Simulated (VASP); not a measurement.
Data:

```xyz
2
Lattice="0.0000 2.2425 2.2425 2.2425 0.0000 2.2425 2.2425 2.2425 0.0000" Properties=species:S:1:pos:R:3 pbc="T T T"
Hf     0.0000     0.0000     0.0000
N      2.2425     2.2425     2.2425
```

These are AM05 GGA, VASP's PBE PAW potentials (set 64) (plane waves; VASP) values and carry that method's errors. Numerical set-up: 520 eV cut-off, 16×16×16 Γ-centred mesh, tetrahedra with Blöchl corrections, potentials Hf_pv N.

Unless said otherwise, spin-orbit coupling is left out, though it shifts the bands of the heavy elements here.

### Question
Tabulate the total density of states (states/eV per cell) against energy (eV; zero at the valence-band maximum or, without a gap, the Fermi level).

### Answer

| E (eV) | DOS (states/eV) |
|---|---|
| -9.99 | 0.00 |
| -9.76 | 0.00 |
| -9.53 | 0.00 |
| -9.31 | 0.00 |
| -9.08 | 0.00 |
| -8.86 | 0.12 |
| -8.63 | 0.21 |
| -8.40 | 0.31 |
| -8.18 | 0.43 |
| -7.95 | 0.62 |
| -7.72 | 0.88 |
| -7.50 | 0.88 |
| -7.27 | 0.96 |
| -7.05 | 0.99 |
| -6.82 | 0.80 |
| -6.59 | 0.64 |
| -6.37 | 0.56 |
| -6.14 | 1.46 |
| -5.92 | 2.63 |
| -5.69 | 3.30 |
| -5.46 | 3.71 |
| -5.24 | 2.01 |
| -5.01 | 1.56 |
| -4.78 | 1.21 |
| -4.56 | 1.00 |
| -4.33 | 0.88 |
| -4.11 | 0.68 |
| -3.88 | 0.42 |
| -3.65 | 0.17 |
| -3.43 | 0.11 |
| -3.09 | 0.08 |
| -2.86 | 0.11 |
| -2.63 | 0.14 |
| -2.41 | 0.18 |
| -2.18 | 0.21 |
| -1.96 | 0.24 |
| -1.73 | 0.28 |
| -1.50 | 0.31 |
| -1.28 | 0.34 |
| -1.05 | 0.38 |
| -0.83 | 0.42 |
| -0.60 | 0.47 |
| -0.37 | 0.54 |
| -0.15 | 0.59 |
| 0.08 | 0.61 |
| 0.30 | 0.63 |
| 0.53 | 0.66 |
| 0.76 | 0.71 |
| 0.98 | 0.73 |
| 1.21 | 0.69 |
| 1.44 | 0.75 |
| 1.66 | 0.72 |
| 1.89 | 0.73 |
| 2.11 | 0.75 |
| 2.34 | 0.87 |
| 2.57 | 1.12 |
| 2.79 | 1.15 |
| 3.02 | 1.21 |
| 3.25 | 1.33 |
| 3.47 | 1.79 |
Within 2 eV below the Fermi level the largest weight inside VASP's projection spheres is Hf d, then N p.

The compound is HfN in the rock salt structure. It was relaxed first. The electron count is odd and the run is not spin-polarised, which forces a metal.
